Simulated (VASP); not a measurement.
Data:

```
CELL_PARAMETERS angstrom
      5.56707     0.00000     0.00000
      0.00000     5.56707     0.00000
      0.00000     0.00000     5.56707
ATOMIC_POSITIONS crystal
  Cd 0.00000 0.00000 0.00000
  Cd 0.50000 0.50000 0.00000
  Cd 0.50000 0.00000 0.50000
  S  0.22152 0.27848 0.27848
  S  0.77848 0.72152 0.27848
  S  0.77848 0.27848 0.72152
  S  0.22152 0.72152 0.72152
  Be 0.00000 0.50000 0.50000
```

Computed with PBEsol GGA, VASP's PBE PAW potentials (set 64) (plane waves; VASP). Numerical set-up: 400 eV cut-off, 5×5×5 Γ-centred mesh, tetrahedra with Blöchl corrections, potentials Cd S Be.

The cores are frozen, which limits the accuracy of field gradients.

Question: Give the principal components of the electric field gradient (V/Å²) and the asymmetry η at each nucleus.

Answer: 
| atom | Vxx | Vyy | Vzz | η |
|---|---|---|---|---|
| Cd1 | -35.6 | -35.6 | 71.2 | 0.00 |
| Cd2 | -35.6 | -35.6 | 71.2 | 0.00 |
| Cd3 | -35.6 | -35.6 | 71.2 | 0.00 |
| S4 | -8.2 | -8.2 | 16.3 | 0.00 |
| S5 | -8.2 | -8.2 | 16.3 | 0.00 |
| S6 | -8.2 | -8.2 | 16.3 | 0.00 |
| S7 | -8.2 | -8.2 | 16.3 | 0.00 |
| Be8 | 0.0 | 0.0 | 0.0 | - |

The structure was generated: BeCd3S4 was put into an ordered model structure (P-43m), which need not be its known phase. It was relaxed first.
